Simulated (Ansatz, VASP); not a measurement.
One calculation of KHgF2, two programs

The input INCAR:

```
ALGO     = Normal         # electronic algorithm
EDIFF    = 1E-6           # SCF threshold, eV
EDIFFG   = -0.01          # ionic threshold
ENCUT    = 600            # plane-wave cutoff, eV
GGA      = PE             # functional
IBRION   = 2              # ionic algorithm
ISIF     = 3              # what is computed and relaxed
ISMEAR   = 0              # smearing method
LASPH    = True           # aspherical terms in the spheres
LCHARG   = False          # write CHGCAR
LREAL    = False          # projectors in reciprocal space
LWAVE    = False          # write WAVECAR
NELM     = 100            # most SCF steps
NSW      = 100            # ionic steps
PREC     = Accurate       # precision mode
SIGMA    = 0.1            # smearing width, eV
```

KPOINTS

```
k-points
0
Gamma
  12 12 6
```

File POSCAR:

```
KHgF2
1.0
    4.9173859598      0.0000000000      0.0000000000
   -2.4586929799      4.2585811614      0.0000000000
    0.0000000000      0.0000000000      9.2059955491
K Hg F
1 1 2
Direct
    0.0000000000      0.0000000000      0.5000000000
    0.0000000000      0.0000000000      0.0000000000
    0.0000000000      0.0000000000      0.2440488260
    0.0000000000      0.0000000000      0.7559511740
```

Input for Ansatz:

```yaml
crystal:
  lattice:
    - [4.9173859598, 0.0, 0.0]
    - [-2.4586929799, 4.2585811614, 0.0]
    - [0.0, 0.0, 9.2059955491]
  atoms:
    - { symbol: K, position: [0.0, 0.0, 0.5] }
    - { symbol: Hg, position: [0.0, 0.0, 0.0] }
    - { symbol: F, position: [0.0, 0.0, 0.244048826] }
    - { symbol: F, position: [0.0, 0.0, 0.755951174] }
basis:
  ecutwfc: 420
kpoints:
  mp_grid: { grid: [12, 12, 6] }
hamiltonian:
  xc: pbe
scf:
  occupations: { method: gaussian, width: 0.1 }
output:
  forces: true
  stress: true
  eigenvalues: true
relax:
  adjacent_minimum: "off"
  f_tol: 0.01
  max_steps: 80
  cell: { stress_tol: 0.05 }
```

Alike in both runs: task relaxation of cell and atoms; functional PBE; k mesh 12 × 12 × 6; occupations gaussian, width 0.1 eV; no spin polarisation.

|  | VASP | Ansatz |
| --- | --- | --- |
| version | VASP 6.6.1 | Ansatz 0.2.0 |
| potentials or method | VASP PAW PBE potentials, release 64 (K_sv, Hg, F) | scalar-relativistic, plane waves, PAW |
| plane-wave cutoff (eV) | 600 | 420 |
| valence electrons in the cell | 35 | 43 |

|  | VASP | Ansatz | Ansatz less VASP |
| --- | --- | --- | --- |
| gap on the k mesh at the Fermi level, each at its own relaxed structure (eV) | none | none | - |
| relaxed volume (Å³/atom) | 48.27 | 48.20 | -0.075 |
| relaxed cell length with the largest relative difference (Å) | 9.233 | 9.206 | -0.0268 |

A gap of «none» marks a metal or a gap that the smearing closes. The two sets of potentials don't hold the same shells in valence.

Caveats: an odd number of electrons without spin polarisation forces a metal; a magnetic or distorted state may lie lower. Spin-orbit coupling is left out, which matters for the levels of Hg.
